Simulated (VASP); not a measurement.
All values below come from PBE GGA, VASP's PBE PAW potentials (set 64) (plane waves; VASP).

A VASP calculation is set up with these files.

**INCAR**
```
SYSTEM=P
PREC=Accurate; ENCUT=300; LREAL=.False.
LASPH=.True.
EDIFF=1E-6; NELM=100; ALGO=Normal
ISMEAR=-1; SIGMA=0.02
GGA=PE
ISIF=2
LWAVE=.False.; LCHARG=.False.
```

File KPOINTS:
```
Automatic mesh
0
Gamma
 7 7 5
0 0 0
```

POSCAR:
```
P
1
    1.6219000000    -5.1352000000     0.0000000000
    1.6219000000     5.1352000000     0.0000000000
    0.0000000000     0.0000000000     4.2924000000
P
4
Direct
  0.1017000000   0.8983000000   0.9194000000
  0.3983000000   0.6017000000   0.4194000000
  0.6017000000   0.3983000000   0.5806000000
  0.8983000000   0.1017000000   0.0806000000
```

POTCAR, in this order: P (PBE.64 set). Program: vasp_std.

Question: Estimate the energy per atom (σ→0), pressure, largest force, band gap (on the k-mesh).

Answer: 
```yaml
energy per atom (σ→0): -5327 meV/atom
band gap (on the k-mesh): none (metal, semimetal or under 0.01 eV)
pressure: 7.46 GPa
largest_force: 0.611 eV/Å
```

OSZICAR:
```
...
DAV:   6    -0.213633841479E+02    0.14067E+00   -0.10322E-01  1638   0.196E+00    0.676E+00
DAV:   7    -0.213103225073E+02    0.53062E-01   -0.15775E-01  1704   0.249E+00    0.414E-01
DAV:   8    -0.213096726774E+02    0.64983E-03   -0.15848E-02  1584   0.871E-01    0.180E-01
DAV:   9    -0.213097149411E+02   -0.42264E-04   -0.72480E-04  1854   0.188E-01    0.788E-02
DAV:  10    -0.213097206298E+02   -0.56887E-05   -0.82507E-05  1608   0.573E-02    0.322E-02
DAV:  11    -0.213097292713E+02   -0.86415E-05   -0.12772E-05  1734   0.301E-02    0.109E-02
DAV:  12    -0.213097298106E+02   -0.53934E-06   -0.61668E-07  1068   0.605E-03
   1 F= -.21309730E+02 E0= -.21309351E+02  d E =-.758479E-03
```

The structure is a typed P crystal. The cell was not relaxed at this level, and its volume differs by -5.9 % from the start's.
